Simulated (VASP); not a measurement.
Computed with PBE GGA, VASP's PBE PAW potentials (set 64) (plane waves; VASP 6.6.1).

A VASP calculation is set up with these files.

KPOINTS:
```
Automatic mesh
0
Gamma
5 5 1
0 0 0
```

INCAR:
```
SYSTEM = SnO
PREC = Accurate
ENCUT = 400
EDIFF = 1E-6
NELM = 100
ALGO = Normal
LREAL = .FALSE.
LASPH = .TRUE.
ISMEAR = 0
SIGMA = 0.05
GGA = PE
LMAXMIX = 4
LWAVE = .FALSE.
LCHARG = .FALSE.
ISIF = 2
```

### POSCAR
```
SnO
32.4507080
  0.1133724109   0.0000000000   0.0000000000
  0.0000000000   0.1133724109   0.0000000000
  0.0000000000   0.0000000000   0.5000000000
Sn O
2 2
direct
  0.5000000000   0.0000000000   0.5685760000
  0.0000000000   0.5000000000   0.4314240000
  0.0000000000   0.0000000000   0.5000000000
  0.5000000000   0.5000000000   0.5000000000
```

POTCAR, in this order: Sn_d O (PBE.64 set). Program: vasp_std.

The cell holds a wide vacuum, so values per volume refer to the whole cell.

Problem. What does the run give for the energy per atom (σ→0), largest force?

Solution. 
```json
{
 "energy per atom (σ→0)": "-5.537 eV/atom",
 "largest_force": "2.666 eV/Å"
}
```

**OSZICAR**
```
...
DAV:  15    -0.221490304335E+02   -0.51361E-04   -0.19872E-05   384   0.451E-02    0.137E-02
DAV:  16    -0.221491059273E+02   -0.75494E-04   -0.24840E-05   360   0.463E-02    0.514E-03
DAV:  17    -0.221491239877E+02   -0.18060E-04   -0.18457E-06   264   0.196E-02    0.180E-03
DAV:  18    -0.221491530839E+02   -0.29096E-04   -0.11001E-06   248   0.130E-02    0.151E-03
DAV:  19    -0.221491578415E+02   -0.47576E-05   -0.27052E-07   256   0.676E-03    0.115E-03
DAV:  20    -0.221491599255E+02   -0.20840E-05   -0.42490E-07   240   0.488E-03    0.557E-04
DAV:  21    -0.221491602083E+02   -0.28275E-06   -0.15430E-07   240   0.665E-03
   1 F= -.22149160E+02 E0= -.22149160E+02  d E =-.273477E-13
```

The cell is a sheet with vacuum, built from a generated structure.
